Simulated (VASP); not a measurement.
Input of a VASP 6.6.1 run:

File INCAR:

```
SYSTEM = Ba2SO
PREC     = Accurate       ! precision mode
ENCUT    = 520            ! plane-wave cutoff, eV
EDIFF    = 1E-6           ! SCF threshold, eV
ISMEAR   = -1             ! smearing method
SIGMA    = 0.02           ! smearing width, eV
LREAL    = .False.        ! projectors in reciprocal space
LASPH    = .True.         ! aspherical terms in the spheres
NELM     = 80             ! most SCF steps
ALGO     = Normal         ! electronic algorithm
ISIF     = 2              ! what is computed and relaxed
LWAVE    = .False.        ! write WAVECAR
LCHARG   = .False.        ! write CHGCAR
GGA      = PE             ! functional
NBANDS   = 24             ! bands
```

The input KPOINTS:

```
regular mesh
0
Gamma
  6 6 4
  0 0 0
```

POSCAR

```
Ba2SO
1.0
    4.1079861927      0.0000000000      0.0000000000
    0.0000000000      4.1079861927      0.0000000000
    0.0000000000      0.0000000000      6.0775336431
O Ba S
1 2 1
Direct
    0.0000000000      0.0000000000      0.0000000000
    0.0000000000      0.0000000000      0.5000000000
    0.5000000000      0.5000000000      0.0000000000
    0.5000000000      0.5000000000      0.5000000000
```

Potentials or basis: VASP PAW PBE potentials, release 64 (O, Ba_sv, S).

Run with:

```bash
$ cat potpaw_PBE.64/O/POTCAR potpaw_PBE.64/Ba_sv/POTCAR potpaw_PBE.64/S/POTCAR > POTCAR
$ mpirun -np 1 vasp_std > vasp.out
```

(1) What does it give for the pressure?

(2) Estimate the band gap on the k mesh.

## Answers

(1) 7.2 GPa.

(2) 1.42 eV, indirect (least direct gap 1.43 eV).

Caveat: spin-orbit coupling is left out, which moves the levels of the heavy elements.
